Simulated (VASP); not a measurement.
Crystal: C.

```
CELL_PARAMETERS angstrom
0.00000 1.78337 1.78337
1.78337 0.00000 1.78337
1.78337 1.78337 0.00000
ATOMIC_POSITIONS crystal
C 0.00000 0.00000 0.00000
C 0.25000 0.25000 0.25000
```

This isn't the form of C at room conditions, which is graphite.

```yaml
Program: VASP 6.6.1
Task: relaxation of cell and atoms
Functional: HSE06
Potentials_or_basis: VASP PAW PBE potentials, release 64 (C)
Cutoff: 520 eV
k_mesh: 8 × 8 × 8
Occupations: gaussian, width 0.02 eV
Spin: no spin polarisation
```

At the start: pressure -7.3 GPa; volume 5.67 Å³/atom.

Where does the relaxation end?

Over 3 steps the energy falls by 2.1 meV/atom and the volume is 5.58 Å³/atom (-1.6 %); space group Fd-3m (No. 227, to 0.05 Å).

Step by step:
```tsv
step	energy change (eV)	largest force (eV/Å)	pressure (GPa)	volume (Å³)
1	0.0000	0.0000	-7.33	11.34
2	0.0036	0.0000	10.54	10.92
3	-0.0042	0.0000	-0.03	11.16
```

Final structure:
```cif
data_structure
_symmetry_space_group_name_H-M 'P 1'
_symmetry_Int_Tables_number 1
_cell_length_a 2.5086
_cell_length_b 2.5086
_cell_length_c 2.5086
_cell_angle_alpha 60.000
_cell_angle_beta 60.000
_cell_angle_gamma 60.000
_cell_volume 11.16
loop_
_atom_site_label
_atom_site_type_symbol
_atom_site_fract_x
_atom_site_fract_y
_atom_site_fract_z
_atom_site_occupancy
C1 C 0.00000 0.00000 0.00000 1
C2 C 0.25000 0.25000 0.25000 1
```

Caveat: the PAW data sets were made with another functional, which shifts forces and pressure a little.
